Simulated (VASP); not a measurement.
Given:

```xyz
5
Lattice="5.6844 0.0000 0.0000 0.0000 5.6844 0.0000 0.0000 0.0000 5.6844" Properties=species:S:1:pos:R:3 pbc="T T T"
Cs     0.0000     0.0000     0.0000
Pb     2.8422     2.8422     2.8422
Cl     2.8422     0.0000     2.8422
Cl     0.0000     2.8422     2.8422
Cl     2.8422     2.8422     0.0000
```

Calculation: TPSS meta-GGA, VASP's PBE PAW potentials (set 64) (plane waves; VASP). Settings: 520 eV cut-off, 4×4×4 Γ-centred mesh, Gaussian smearing of 0.050 eV, potentials Cs_sv Pb_d Cl.

Unless said otherwise, spin-orbit coupling is left out, though it shifts the bands of the heavy elements here.

Task: What does the run give for the energy per atom (σ→0), band gap (on the k-mesh) with the smallest direct gap where there is one?

Result: 
The band gap (on the k-mesh) is 2.23 eV and the smallest direct gap (on the k-mesh) is 2.23 eV. The energy per atom (σ→0) comes out as -8.327 eV/atom.

The absolute energy has meaning only against runs of the same code, potentials and settings.

The compound is CsPbCl3 in the cubic perovskite structure, the ideal cubic form; the compound distorts at low or room temperature. This cell is one point of a volume scan, at 0.97 of the reference volume.
